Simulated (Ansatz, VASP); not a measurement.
**Cross-check of Zn (Zinc) between VASP and Ansatz**

One calculation is typed for both programs; each brings its own data sets. How far apart do they land? The cell is taken from a series of runs on this material, whose earlier steps may have relaxed, scaled, displaced or heated it; both programs get it as it stands.

Main program and level: Ansatz 0.2.0; plane waves, with VASP 6.6.1 beside it; relaxation of cell and atoms at LDA.

## Step 1: The structure

Symmetry: P6_3/mmc, No. 194, hexagonal system. The conventional cell has a = 2.559 Å, b = 2.559 Å, c = 4.804 Å, α = 90.00°, β = 90.00°, γ = 120.00°. Nearest to Zn lie 12 Zn at 2.56 to 2.82 Å.

## Step 2: Ansatz: relaxation of cell and atoms, LDA

Ansatz runs on its PAW soft_1 files.

The relaxed volume is the usual yardstick between codes: in a stiff, nearly cubic crystal its relative difference is about their pressure difference at one cell divided by the bulk modulus.

The input, input.yaml:

```yaml
crystal:
  lattice:
    - [2.5588020739, 0.0, 0.0]
    - [-1.279401037, 2.2159875992, 0.0]
    - [0.0, 0.0, 4.804049353]
  atoms:
    - { symbol: Zn, position: [0.3333333333, 0.6666666667, 0.25] }
    - { symbol: Zn, position: [0.6666666667, 0.3333333333, 0.75] }
kpoints:
  mp_grid: { grid: [24, 24, 12] }
hamiltonian:
  xc: lda
  pseudopotentials: { kind: paw, azcp: { folder: soft_1 }, xc_functional: pbe }
scf:
  occupations: { method: fermi_dirac, width: 0.15 }
output:
  forces: true
  stress: true
  eigenvalues: true
relax:
  adjacent_minimum: "off"
  f_tol: 0.001
  max_steps: 60
  cell: { stress_tol: 0.01 }
```

Command:

```
$ ansatz run input.yaml --threads 4 --pin off --max-ram 8192MiB --backend cpu --events-out ev --progress --plain --runs-dir out
```

Numbers of over 12 decimals in the logs are rounded to 6 here.

What it wrote:

```text
Engine: ansatz 0.2.0, x86_64-unknown-linux-gnu
Pseudopotentials: kind: paw
Pseudopotential: Zn, paw, valence charge 12, recommended cutoff 420 eV (normal), soft_1/Zn.paw.azcp
Functional definition: SPW92
  exchange = slater_x
  correlation = pw_c
Crystal: 2 atoms, lattice volume = 27.240 Å³
Basis set: ecut = 420 eV, 527 PW (Γ)
Bands: 16, of which v1, the nominal top of the filled ones, is band 12 counted from 1 (11 counted from 0)
Symmetry: 24 space group operations
Space group: P63/mmc (ITA 194), of the structure as read, at distance tolerance 3.0e-5 Å
k-points: 427 of 6912
Non-local potential: Zn, projectors of the file, l = 0: 2, l = 1: 2, l = 2: 3, l = 3: 1
PAW form: soft (Blöchl's): semilocal exchange-correlation on the pseudo side does not see the compensation charge
PAW frozen core: Zn, regenerated for the run's functional, and the local potential with it (the file was generated under x = pbe(κ = 0.804, μ = 0.219515), c = pbe(β = 0.066725))
PAW one-centre angular grid: Zn, 590 points (default); XC on 64 Gauss nodes
Initial density: superposition of atomic densities (chi_scale 0.1, normalization cell)
Initial wavefunctions: pseudopotential atomic-orbital guess
Functional: x = slater, c = lda
SCF iter   1: F=—  HF=-6492.868999 eV  |F-HF|=—  |Δ(HF+E_count)|=         —  Δρ=7.35e-2  dr2=1.05e0  ethr=3.10e-3  ⟨swp⟩=5.8  Hψ=40973  notcnv=0
preconditioner: auto → none  [metal: Δε(μ)=0.087 eV  Ē_g=13.137 eV  σ=0.150 eV  W_gap=0.14  n_scr=4 (ndim 8)  ℏωp=34.9 eV  f_vac=0.000  D(μ)=0.35/eV (n_scr^D=2)  sad-step TF]
SCF iter   2: F=—  HF=-6492.601056 eV  |F-HF|=—  |Δ(HF+E_count)|=   2.68e-1  Δρ=2.43e-2  dr2=7.35e-2  ethr=3.10e-3  ⟨swp⟩=2.0  Hψ=16864  notcnv=0
SCF iter   3: F=—  HF=-6492.542299 eV  |F-HF|=—  |Δ(HF+E_count)|=   5.88e-2  Δρ=1.07e-2  dr2=2.19e-2  ethr=3.06e-4  ⟨swp⟩=2.0  Hψ=16441  notcnv=0
SCF iter   4: F=—  HF=-6492.539693 eV  |F-HF|=—  |Δ(HF+E_count)|=   2.61e-3  Δρ=5.39e-3  dr2=2.33e-3  ethr=9.11e-5  ⟨swp⟩=2.0  Hψ=11324  notcnv=0
SCF iter   5: F=—  HF=-6492.540858 eV  |F-HF|=—  |Δ(HF+E_count)|=   1.17e-3  Δρ=6.78e-4  dr2=3.53e-5  ethr=9.71e-6  ⟨swp⟩=2.0  Hψ=12252  notcnv=0
SCF iter   6: F=—  HF=-6492.540875 eV  |F-HF|=—  |Δ(HF+E_count)|=   1.65e-5  Δρ=6.56e-5  dr2=3.45e-7  ethr=1.47e-7  ⟨swp⟩=2.0  Hψ=11951  notcnv=0
SCF iter   7: F=-6492.540875 eV  HF=-6492.540875 eV  |F-HF|=2.88e-10  |Δ(HF+E_count)|=   1.53e-7  Δρ=2.73e-6  dr2=9.09e-10  ethr=4.17e-10  ⟨swp⟩=6.7  Hψ=35756  notcnv=0
SCF 1 converged in 7 iterations: F = -6492.540875 eV  dr2 = 9.09e-10
  greatest PAW one-centre occupation: 0.981 electrons in one spin orbital (limit 2), on the Zn atom at site 1 (counted from 0), in its partial waves of l = 2
relax step   1: F+E_penalty+E_count = -6492.54087476 eV  Δ(F+E_penalty+E_count) = +0.000e0 eV  max|allowed force component| = 3.701e-17 eV/Å  Δτ_max = 0.0000 Å  P = +0.080 GPa  Ω = 27.240 Å³  (7 SCF iters, dr2 threshold 1.00e-7 eV, accepted)
[...]
relax step   2: F+E_penalty+E_count = -6492.54091475 eV  Δ(F+E_penalty+E_count) = -4.000e-5 eV  max|allowed force component| = 1.665e-16 eV/Å  Δτ_max = 0.0000 Å  P = +0.049 GPa  Ω = 27.239 Å³  energy of the carried Pulay correction = -2.226e-6 eV  (3 SCF iters, dr2 threshold 1.00e-7 eV, accepted)
[...]
relax step   3: F+E_penalty+E_count = -6492.54097860 eV  Δ(F+E_penalty+E_count) = -6.385e-5 eV  max|allowed force component| = 1.804e-16 eV/Å  Δτ_max = 0.0000 Å  P = +0.075 GPa  Ω = 27.197 Å³  energy of the carried Pulay correction = +4.006e-6 eV  (4 SCF iters, dr2 threshold 4.97e-8 eV, accepted)
[...]
relax step   4: F+E_penalty+E_count = -6492.54095518 eV  Δ(F+E_penalty+E_count) = +2.342e-5 eV  max|allowed force component| = 1.110e-16 eV/Å  Δτ_max = 0.0000 Å  P = -0.107 GPa  Ω = 27.246 Å³  energy of the carried Pulay correction = -1.491e-5 eV  (4 SCF iters, dr2 threshold 1.60e-8 eV, rejected (line search))
[...]
relax step   5: F+E_penalty+E_count = -6492.54097615 eV  Δ(F+E_penalty+E_count) = +2.451e-6 eV  max|allowed force component| = 1.388e-16 eV/Å  Δτ_max = 0.0000 Å  P = +0.006 GPa  Ω = 27.217 Å³  energy of the carried Pulay correction = -3.238e-6 eV  (6 SCF iters, accepted)
[...]
relax step   6: F+E_penalty+E_count = -6492.54097920 eV  Δ(F+E_penalty+E_count) = -3.054e-6 eV  max|allowed force component| = 2.128e-16 eV/Å  Δτ_max = 0.0000 Å  P = +0.005 GPa  Ω = 27.217 Å³  stress off target by 9.33e-3 GPa  SCF on the basis re-selected at this cell (its energy is not comparable with the rows above)  (5 SCF iters)
basis re-selected at this cell: Δ(F+E_penalty+E_count) = -3.054e-6 eV, ΔP = -0.001 GPa vs the last step (what re-selecting the basis moved, of the pressure what is left beyond the Pulay correction that the steps carried, after the strain that the cell walked since its last selection, with what the two solves' SCF thresholds leave and, on support functions, any second-order correction that the steps lacked; it is no measure of the basis error at this ecutwfc). The dense FFT grid was sized anew with the basis: this SCF ran on 18×18×32 points, the steps before it on 18×18×36, so part of this shift can come from that change (see relax.cell in the input reference). [rest of the remark cut]
SCF converged after 5 iterations
Free energy (F): -6492.540979 eV
Harris-Foulkes:  -6492.540979 eV  (|F-HF|=1.82e-12)
Internal energy: -6492.512682 eV  (E = F + TS)
E sigma→0 (E₀):  -6492.526831 eV
Entropy (-TS):   -0.028297 eV (-14.149 meV/atom)
Fermi energy:    12.344994 eV
--- Per-component energies (eV) ---
  E_band       = 119.812074
  E_kinetic    = 299.333864
  E_local      = -3381.130263  (includes V_loc(G=0)·N_el)
  E_nonlocal   = 1636.919612
  E_hartree    = 1254.346105
  E_xc         = -157.992985
  E_vxc        = -106.442864  (∫ρ·V_xc dr)
  E_paw        = -3645.867960  (= ΣΔE_a)
  E_vpaw       = -837.560006  (= ΣTr[D̂ρ^β])
  E_aug_tail   = -0.000471  (compensation charges beyond the density's cutoff)
  E_ewald      = -2501.234870
  E_core_change = 3.114287  (= ΣΔE_core)
  E_smearing   = -0.028297  (= −TS)
  E_closure    = -0.000000  (closes the sum)
  Σ components = -6492.540979   (vs F -6492.540979, Δ=0.00e0)
--- Forces (eV/Å), atoms counted from 1 ---
  atom   1  Zn     0.00000000    -0.00000000     0.00000000
  atom   2  Zn    -0.00000000     0.00000000    -0.00000000
  max |Σ_I F_I| component: 4.63e-17 eV/Å
--- Stress (GPa, compression-positive) ---
        0.003459      -0.000000       0.000000
       -0.000000       0.003459      -0.000000
        0.000000      -0.000000       0.009332
  P = ⅓ Tr σ = 0.0054 GPa (0.054 kbar)
--- Band table (eV; the first three rows and the last of 427) ---
  k-point 0: bands = [... 8 lower, 4.7843, 5.0355, 5.0355, 8.1267, 9.2809, 26.5847, 30.4467, 31.1517]
  k-point 1: bands = [... 8 lower, 4.7902, 5.0325, 5.0325, 7.4786, 10.0286, 25.7245, 31.1976, 31.1976]
  k-point 2: bands = [... 8 lower, 4.8073, 5.0236, 5.0236, 6.5671, 11.2422, 24.0866, 31.3337, 31.3337]
  k-point 426: bands = [... 8 lower, 5.0219, 5.0219, 13.2982, 13.2982, 14.2434, 14.2434, 14.8995, 14.8995]
--- Relaxed structure (5 steps of the walk, 4 accepted, 1 SCFs on fresh bases) ---
  F+E_penalty+E_count = -6492.54097920 eV   max|allowed force component| = 2.128e-16 eV/Å   (the final SCF, on the basis selected at the relaxed cell)
  cell:  # Å, volume = 27.2166 Å³
    - [2.562811, 2.8912795996860254e-11, -1.1490256696184486e-19]
    - [-1.281406, 2.219460, 0]
    - [-2.1572500980369058e-19, 0, 4.784864]
  atoms:
    - { symbol: Zn, position: [0.333333, 0.666667, 0.25] }
    - { symbol: Zn, position: [0.666667, 0.333333, 0.75] }
```

Reading the cycles: dr2 is the Hartree energy of the density residual (eV), the measure of convergence; HF is the Harris–Foulkes estimate of the energy, which meets the free energy F at convergence.

## Step 3: VASP: relaxation of cell and atoms, LDA

The same cell, functional (in two slightly different forms), mesh and smearing now go to VASP, with its own data sets.

Lines of VASP's logs that name or quote its potential files are left out, and so is its time.

The input, INCAR:

```
SYSTEM = Zn
PREC = Accurate
ENCUT = 500
EDIFF = 1E-07
NELM = 120
ISMEAR = -1
SIGMA = 0.15
LREAL = .FALSE.
ALGO = Normal
GGA = CA
NBANDS = 18
LORBIT = 11
LWAVE = .FALSE.
LCHARG = .FALSE.
ISIF = 3
IBRION = 2
NSW = 80
EDIFFG = -0.005
LASPH = .TRUE.
GGA_COMPAT = .FALSE.
NELMIN = 4
KPAR = 2
```

The input, POSCAR:

```
Zn
1.0
    2.5588020000      0.0000000000      0.0000000000
   -1.2794010000      2.2159880000      0.0000000000
    0.0000000000      0.0000000000      4.8040490000
Zn
2
Direct
    0.3333332581      0.6666665162      0.2499999480
    0.6666667419      0.3333334838      0.7500000520
```

The input, KPOINTS:

```
Automatic mesh
0
Gamma
24 24 12
0 0 0
```

PAW data sets: Zn (LDA family, release 64).

Command:

```
$ mpirun -np 2 vasp_std
```

What it wrote:

```text
[banner, memory and clock lines left out]
running    2 mpi-ranks, on    1 nodes
 distrk:  each k-point on    1 cores,    2 groups
 distr:  one band on    1 cores,    1 groups

 POSCAR found type information on POSCAR Zn
 POSCAR found :  1 types and       2 ions
 LDA part: xc-table for (Slater(with rela. corr.)+CA(PZ))
 , standard interpolation
 POSCAR, INCAR and KPOINTS ok, starting setup
 FFT: planning ... GRIDC
 FFT: planning ... GRID_SOFT
 FFT: planning ... GRID
 WAVECAR not read
 entering main loop
       N       E                     dE             d eps       ncg     rms          rms(c)
DAV:   1     0.104601378552E+03    0.10460E+03   -0.12295E+04 16068   0.213E+03
DAV:   2     0.596055020251E-01   -0.10454E+03   -0.10174E+03 15400   0.297E+02
DAV:   3    -0.407231108429E+01   -0.41319E+01   -0.41172E+01 17182   0.677E+01
DAV:   4    -0.409329101235E+01   -0.20980E-01   -0.20974E-01 17060   0.487E+00
DAV:   5    -0.409331835957E+01   -0.27347E-04   -0.27347E-04 16496   0.156E-01    0.518E+00
DAV:   6    -0.379991253729E+01    0.29341E+00   -0.11295E+00 16606   0.238E+01    0.363E+00
DAV:   7    -0.377742273807E+01    0.22490E-01   -0.46750E-02 19594   0.388E+00    0.182E+00
DAV:   8    -0.376738230167E+01    0.10040E-01   -0.31693E-03 21004   0.811E-01    0.551E-02
DAV:   9    -0.376734787545E+01    0.34426E-04   -0.29176E-04 19848   0.209E-01    0.299E-02
DAV:  10    -0.376735106720E+01   -0.31918E-05   -0.19591E-05 16576   0.400E-02    0.257E-03
DAV:  11    -0.376735104684E+01    0.20366E-07   -0.71118E-07 16822   0.111E-02
   1 F= -.37673510E+01 E0= -.37534128E+01  d E =-.376735E+01
[...]
2 F= -.37679236E+01 E0= -.37536743E+01  d E =-.572504E-03
[...]
3 F= -.37679938E+01 E0= -.37538262E+01  d E =-.642770E-03
[...]
4 F= -.37679935E+01 E0= -.37538209E+01  d E =-.642414E-03
[...]
5 F= -.37680276E+01 E0= -.37538187E+01  d E =-.340916E-04
 ZBRENT: can't locate minimum, use default step
 trial-energy change:   -0.000034  1 .order   -0.000035   -0.000038   -0.000032
 step:   3.8141(harm=  5.7178)  dis= 0.00000  next Energy=    -3.768107 (dE=-0.114E-03)
 bond charge predicted
       N       E                     dE             d eps       ncg     rms          rms(c)
DAV:   1    -0.377044815523E+01   -0.24206E-02   -0.40161E-02 17636   0.221E+00    0.310E-01
DAV:   2    -0.376874041883E+01    0.17077E-02   -0.34529E-03 19624   0.120E+00    0.161E-01
DAV:   3    -0.376817384346E+01    0.56658E-03   -0.34742E-04 20238   0.308E-01    0.677E-02
DAV:   4    -0.376807602569E+01    0.97818E-04   -0.14192E-04 20838   0.180E-01    0.122E-02
DAV:   5    -0.376807703228E+01   -0.10066E-05   -0.20932E-05 16400   0.575E-02    0.369E-03
DAV:   6    -0.376807685013E+01    0.18215E-06   -0.18229E-06 16356   0.247E-02    0.961E-04
DAV:   7    -0.376807684683E+01    0.33046E-08   -0.49316E-08  8370   0.402E-03
   6 F= -.37680768E+01 E0= -.37537421E+01  d E =-.833856E-04
 curvature:  -2.50 expect dE=-0.503E-05 dE for cont linesearch -0.701E-06
 trial: gam=-0.08494 g(F)=  0.102E-40 g(S)=  0.201E-05 ort = 0.341E-05 (trialstep = 0.153E+01)
 search vector abs. value=  0.173E-05
 reached required accuracy - stopping structural energy minimisation
```

From OUTCAR (step 3):

```text
ion  position               nearest neighbor table
   1  0.333  0.667  0.250-   2 2.82   2 2.82   2 2.82   2 2.82   2 2.82   2 2.82
   2  0.667  0.333  0.750-   1 2.82   1 2.82   1 2.82   1 2.82   1 2.82   1 2.82

  LATTYP: Found a hexagonal cell.
 ALAT       =     2.5588020000
 C/A-ratio  =     1.8774602333

 Subroutine GETGRP returns: Found 24 space group operations
 (whereof 12 operations were pure point group operations)

The static configuration has the point symmetry D_3d.
 The point group associated with its full space group is D_6h.

 Found    427 irreducible k-points:

   k-points           NKPTS =    427   k-points in BZ     NKDIM =    427   number of bands    NBANDS=     18

   dimension x,y,z NGX =    20 NGY =   20 NGZ =   36
   dimension x,y,z NGXF=    40 NGYF=   40 NGZF=   72

   ENCUT  =  500.0 eV  36.75 Ry    6.06 a.u.   4.67  4.67  8.76*2*pi/ulx,y,z

   NELECT =      24.0000    total number of electrons

 k-points in reciprocal lattice and weights: Automatic mesh
   0.00000000  0.00000000  0.00000000       0.000
   0.04166667 -0.00000000  0.00000000       0.001
   0.08333333  0.00000000  0.00000000       0.001
   0.12500000 -0.00000000  0.00000000       0.001
   0.16666667 -0.00000000  0.00000000       0.001
   0.20833333  0.00000000  0.00000000       0.001
   0.25000000 -0.00000000  0.00000000       0.001
   0.29166667  0.00000000  0.00000000       0.001
   0.33333333  0.00000000  0.00000000       0.001
[...]
0.33333333  0.29166667  0.50000000       0.002
   0.33333333  0.33333333  0.50000000       0.000

 average (electrostatic) potential at core
       1 -37.5171       2 -37.5171

 E-fermi :   3.6794

 k-point     1 :       0.0000    0.0000    0.0000
  band No.  band energies     occupation
    ...
      9      -3.9142      2.00000
     10      -3.6657      2.00000
     11      -3.6657      2.00000
     12      -0.4969      2.00000
     13       0.6159      2.00000
     14      18.0222      0.00000
     15      21.9678      0.00000
     16      22.4694      0.00000
     17      22.4694      0.00000
     18      23.9877      0.00000

 k-point     2 :       0.0417   -0.0000    0.0000
  band No.  band energies     occupation
    ...
      9      -3.9201      2.00000
     10      -3.7081      2.00000
     11      -3.6649      2.00000
     12      -0.3976      2.00000
     13       0.6419      2.00000
     14      18.0849      0.00000
     15      21.1871      0.00000
     16      21.8095      0.00000
     17      21.9771      0.00000
     18      23.2589      0.00000

 k-point     3 :       0.0833    0.0000    0.0000
  band No.  band energies     occupation
    ...
      9      -3.9371      2.00000
     10      -3.8131      2.00000
     11      -3.6631      2.00000
     12      -0.1160      2.00000
     13       0.7221      2.00000
     14      18.2696      0.00000
     15      19.1282      0.00000
     16      20.7353      0.00000
     17      21.8363      0.00000
     18      22.7277      0.00000

  Total       -0.0048024     -0.0048024     -0.0060922      0.0000000     -0.0000000      0.0000000
  in kB       -0.2807470     -0.2807471     -0.3561456      0.0000000     -0.0000000      0.0000000
  external PRESSURE =      -0.3058799 kB  Pullay stress =       0.0000000 kB

  energy-cutoff  :      500.00
  volume of cell :       27.41
      direct lattice vectors                 reciprocal lattice vectors
     2.569979345 -0.000000000 -0.000000000     0.389108186  0.224651668 -0.000000000
    -1.284989672  2.225667871  0.000000000     0.000000000  0.449303336  0.000000000
     0.000000000 -0.000000000  4.791441764     0.000000000 -0.000000000  0.208705448

 POSITION                                       TOTAL-FORCE (eV/Angst)
 -----------------------------------------------------------------------------------
     -0.00000      1.48378      1.19786         0.000000      0.000000     -0.000000
      1.28499      0.74189      3.59358        -0.000000     -0.000000      0.000000
 -----------------------------------------------------------------------------------
    total drift:                                0.000013     -0.000017      0.000026

  FREE ENERGIE OF THE ION-ELECTRON SYSTEM (eV)
  ---------------------------------------------------
  free  energy   TOTEN  =        -3.7680768468 eV

  energy  without entropy=       -3.7394073642  energy(sigma->0) =       -3.75374211

 reached required accuracy - stopping structural energy minimisation

 total charge
# of ion       s       p       d       tot
------------------------------------------
    1        0.618   0.528   9.728  10.875
    2        0.618   0.528   9.728  10.875
--------------------------------------------------
tot          1.236   1.057  19.457  21.749

[... 3 further parts left out ...]
```

The run keeps the 24 symmetry operations of its start, so it cannot find a distortion of lower symmetry.

## Step 4: Differences

Known differences besides the potentials themselves: the two LDA forms differ slightly; the cutoff is 420 eV in Ansatz and 500 eV in VASP; VASP's log shows a relativistic correction to its local exchange, Ansatz's none; Ansatz adds a Pulay correction to the stress that steers its cell, VASP none. Total energies have different zeros and are not compared.

Both answers:

```csv
quantity,Ansatz,VASP,difference
volume (Å³),27.22,27.41,-0.69 %
"edge a after relaxation, in the typed setting (Å)",2.563,2.570,-0.28 %
"edge c after relaxation, in the typed setting (Å)",4.785,4.791,-0.14 %
```

## Step 5: Summary of results

```yaml
difference_in_volume_relaxation_of_cell_and_atoms_lda: -0.69 %
```

**Reading.** The difference in volume is -0.69 % (relaxation of cell and atoms, LDA), within the 1.2 % picked in this series as the mark of a large difference, as far as the stopping tolerances let one tell. 1 further run of this series is not shown here. Such differences can come from data sets, numerical settings and the points named under the comparisons, not from the functional's error against experiment.

[Lines on the potential files, build, host, timing and source positions are cut from VASP's logs without a mark.]

[Logs are printed without paths, hosts, clocks, repeated set-up lines and the standing remarks that a program may print on its own settings, such as how far it seeks lower states.]

[Hosts, paths, dates, database ids (printed as entryN), source tags and the programs' standing remarks are cut or masked in the printed files.]
